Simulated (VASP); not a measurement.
Given:

```
CELL_PARAMETERS angstrom
      3.71393     0.00000     0.00000
      0.00000     3.71393     0.00000
      0.00000     0.00000     3.71393
ATOMIC_POSITIONS crystal
  Cu 0.00000 0.50000 0.50000
  Cu 0.50000 0.00000 0.50000
  Cu 0.50000 0.50000 0.00000
  Au 0.00000 0.00000 0.00000
```

Computed with AM05 GGA, VASP's PBE PAW potentials (set 64) (plane waves; VASP). Numerical set-up: 520 eV cut-off, Gaussian smearing of 0.050 eV, potentials Cu Au.

### Question
Give the energies of bands 11 to 24 at the high-symmetry points, in eV from the Fermi level.

### Answer

```
band      Γ      X      M      R
----  -----  -----  -----  -----
11    -2.35  -3.49  -3.48  -3.03
12    -2.35  -2.72  -3.29  -3.03
13    -1.74  -2.59  -3.29  -1.72
14    -1.70  -2.59  -2.55  -1.72
15    -1.70  -2.42  -2.55  -1.72
16    -1.59  -2.42  -2.55  -1.70
17    -1.59  -2.39  -2.40  -1.70
18    -1.59  -2.33  -2.40  -1.66
19    -1.44  -2.06  -2.33  -1.66
20    -1.44  -2.00  -2.23  -1.66
21    -1.44  -1.59  -0.56  -1.26
22     1.15  -1.44  -0.56  -1.23
23     1.15   5.81  -0.45  -1.23
24     1.15   5.81   0.32  -1.23
```

It has no gap at this level: it comes out as a metal or semimetal.

The compound is Cu3Au in the L1_2 structure. It was relaxed first.
